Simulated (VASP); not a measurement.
These are PBE GGA, VASP's PBE PAW potentials (set 64) (plane waves; VASP 6.6.1) values and carry that method's errors.

A VASP calculation is set up with these files.

File POSCAR:
```
MoS2
11.6390640
  0.5000000000   0.0000000000   0.0000000000
  0.0000000000   0.5000000000   0.0000000000
  0.0000000000   0.0000000000   0.3220025253
Mo S
2 4
Cart
  0.0000000000   0.0000000000   0.0000000000
  0.2500000000   0.2500000000   0.1610012626
  0.1524800000   0.1524800000   0.0000000000
  0.4024800000   0.0975200000   0.1610012626
  0.0975200000   0.4024800000   0.1610012626
  0.3475200000   0.3475200000   0.0000000000
```

KPOINTS_OPT:
```
k-points along high-symmetry lines
6
Line-mode
Reciprocal
  0.000000   0.000000   0.000000 ! GAMMA
  0.000000   0.500000   0.000000 ! X

  0.000000   0.500000   0.000000 ! X
  0.500000   0.500000   0.000000 ! M

  0.500000   0.500000   0.000000 ! M
  0.000000   0.000000   0.000000 ! GAMMA

  0.000000   0.000000   0.000000 ! GAMMA
  0.000000   0.000000   0.500000 ! Z

  0.000000   0.000000   0.500000 ! Z
  0.000000   0.500000   0.500000 ! R

  0.000000   0.500000   0.500000 ! R
  0.500000   0.500000   0.500000 ! A

  0.500000   0.500000   0.500000 ! A
  0.000000   0.000000   0.500000 ! Z

  0.000000   0.500000   0.000000 ! X
  0.000000   0.500000   0.500000 ! R

  0.500000   0.500000   0.000000 ! M
  0.500000   0.500000   0.500000 ! A
```

File KPOINTS:
```
Automatic mesh
0
Gamma
3 3 5
0 0 0
```

**INCAR**
```
LCHARG=.FALSE.
GGA=PE   ! PBE
SIGMA=0.2
ENCUT=300   ! plane-wave cut-off (eV)
LASPH=.TRUE.   ! aspherical one-centre terms
LMAXMIX=4   ! l cut-off of mixed one-centre charges
NELM=100
SYSTEM=MoS2
ISIF=2   ! forces and stress, cell fixed
LREAL=.FALSE.   ! projection in real space or not
LWAVE=.FALSE.
EDIFF=1E-6   ! SCF stop (eV)
PREC=Accurate
ISMEAR=0
ALGO=Normal   ! blocked Davidson
```

POTCAR, in this order: Mo_sv S (PBE.64 set). Program: vasp_std.

**Question.** What will the output report for the number of irreducible k-points (NKPTS), largest plane-wave count, number of space-group operations, FFT grid (NGX, NGY, NGZ)?

**Answer.** 
- number of irreducible k-points (NKPTS) = 9
- largest plane-wave count = 1510
- number of space-group operations = 16
- FFT grid (NGX, NGY, NGZ) = 36 × 36 × 24

The structure was generated: MoS2 was put into an ordered model structure, which need not be its known phase. The cell was not relaxed at this level. The k-mesh is coarse (spacing up to 0.36 per Å, 2π included), so the numbers may not be converged in it.
